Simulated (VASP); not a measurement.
Data:

```
CELL_PARAMETERS angstrom
      3.37333     0.00000     0.00000
     -1.68666     2.92139     0.00000
      0.00000     0.00000     6.91543
ATOMIC_POSITIONS crystal
  Rh 0.33333 0.66667 0.01427
  Rh 0.66667 0.33333 0.51427
  S  0.33333 0.66667 0.36073
  S  0.66667 0.33333 0.86073
```

The numbers are results of PBEsol GGA, VASP's PBE PAW potentials (set 64) (plane waves; VASP), not measurements. Settings: 400 eV cut-off, Gaussian smearing of 0.050 eV, potentials Rh_pv S.

Task: Give the energies of bands 11 to 24 at the high-symmetry points, in eV from the Fermi level.

Result: 
| band | Γ | M | K | A | L | H |
|---|---|---|---|---|---|---|
| 11 | -5.65 | -5.73 | -5.65 | -5.50 | -5.49 | -6.07 |
| 12 | -5.65 | -5.57 | -5.65 | -5.50 | -5.49 | -6.07 |
| 13 | -5.33 | -5.24 | -5.21 | -5.50 | -5.21 | -4.65 |
| 14 | -5.33 | -4.76 | -5.21 | -5.50 | -5.21 | -4.65 |
| 15 | -2.73 | -3.48 | -3.31 | -2.54 | -2.62 | -3.14 |
| 16 | -2.73 | -1.94 | -3.00 | -2.54 | -2.62 | -3.14 |
| 17 | -2.50 | -1.79 | -2.62 | -2.54 | -1.76 | -2.48 |
| 18 | -2.36 | -1.78 | -2.62 | -2.54 | -1.76 | -2.48 |
| 19 | -2.36 | -1.69 | -1.21 | -0.98 | -1.58 | -1.49 |
| 20 | 1.15 | -1.48 | -1.00 | -0.98 | -1.58 | -1.49 |
| 21 | 1.25 | -0.74 | -1.00 | 1.94 | -0.49 | -0.37 |
| 22 | 1.25 | -0.33 | 0.48 | 1.94 | -0.49 | -0.37 |
| 23 | 2.77 | -0.23 | 0.48 | 1.94 | 0.78 | 0.81 |
| 24 | 2.77 | 1.91 | 0.75 | 1.94 | 0.78 | 0.81 |

It has no gap at this level: it comes out as a metal or semimetal.

The structure was generated: RhS was put into the wurtzite type (P6_3mc), which need not be its known phase. It was relaxed first, which changed the volume by -27 %.
